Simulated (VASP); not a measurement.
Pb:

```xyz
1
Lattice="0.0000 2.4750 2.4750 2.4750 0.0000 2.4750 2.4750 2.4750 0.0000" Properties=species:S:1:pos:R:3 pbc="T T T"
Pb    0.0000    0.0000    0.0000
```

| Item | Value |
| --- | --- |
| Program | VASP 6.6.1 |
| Task | relaxation of cell and atoms |
| Functional | r2SCAN |
| Potentials or basis | VASP PAW PBE potentials, release 64 (Pb_d) |
| Cutoff | 600 eV |
| k mesh | 16 × 16 × 16 |
| Occupations | methfessel-paxton, width 0.1 eV |
| Spin | no spin polarisation |

At the start: pressure 1.2 GPa; volume 30.32 Å³/atom.

Problem. Where does the relaxation end?

Solution. Over 3 steps the energy falls by 2.8 meV/atom and the volume is 31.08 Å³/atom (+2.5 %); space group Fm-3m (No. 225, to 0.05 Å).

Step by step:
| step | energy change (eV) | largest force (eV/Å) | pressure (GPa) | volume (Å³) |
| --- | --- | --- | --- | --- |
| 1 | 0.0000 | 0.0000 | 1.21 | 30.32 |
| 2 | -0.0025 | 0.0000 | -0.39 | 31.34 |
| 3 | -0.0028 | 0.0000 | 0.01 | 31.08 |

Final structure:
```
Pb
1.0
     0.00000    2.49542    2.49542
     2.49542    0.00000    2.49542
     2.49542    2.49542    0.00000
Pb
1
Direct
  0.00000 0.00000 0.00000
```

Caveat: the PAW data sets were made with another functional, which shifts forces and pressure a little.
